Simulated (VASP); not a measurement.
An input for Ansatz (written as the equivalent of a VASP run, and not itself run):

Ansatz 0.2 input:
```yaml
crystal:
  lattice:
    - [0.0000000, 2.5147642, 2.5147642]
    - [2.5147642, 0.0000000, 2.5147642]
    - [2.5147642, 2.5147642, 0.0000000]
  atoms:
    - { symbol: Be, position: [1.0000000, 1.0000000, 1.0000000] }
    - { symbol: Se, position: [0.2500000, 0.2500000, 0.2500000] }
kpoints:
  mp_grid: { grid: [9, 9, 9] }
hamiltonian:
  xc: pbesol
  pseudopotentials: { kind: paw }
scf:
  occupations: { method: gaussian, width: 0.05 }
  max_iter: 100
output: { forces: true, stress: true, eigenvalues: true }
```

Write the VASP files for the same calculation (PBEsol).

This is not unique; one that fits is 
INCAR:
```
! general
SYSTEM =BeSe
PREC   =Accurate
ENCUT  =520
LREAL  =.FALSE.
LASPH  =.TRUE.

! electronic loop
EDIFF  =1E-7
NELM   =100
ALGO   =Normal
LMAXMIX=4

! smearing
ISMEAR =0
SIGMA  =0.05

! functional
GGA    =PS

! ions
ISIF   =2

! output
LWAVE  =.FALSE.
LCHARG =.FALSE.
```

File KPOINTS:
```
Automatic mesh
0
Gamma
9 9 9
0 0 0
```

**POSCAR**
```
BeSe
1
    0.0000000000     2.5147641813     2.5147641813
    2.5147641813     0.0000000000     2.5147641813
    2.5147641813     2.5147641813     0.0000000000
Be Se
1 1
Direct
  1.0000000000   1.0000000000   1.0000000000
  0.2500000000   0.2500000000   0.2500000000
```

POTCAR, in this order: Be Se (PBE.64 set). Program: vasp_std.

What does not carry over: each code has its own PAW files, so the cut-off isn't converted (ENCUT is set for VASP's; basis.ecutwfc is left out, and Ansatz then takes the one that its files recommend); Ansatz stops its SCF on the density residual and VASP on the energy change (EDIFF).

The compound is BeSe in the zinc blende structure. This cell is one point of a volume scan, at 0.94 of the reference volume.
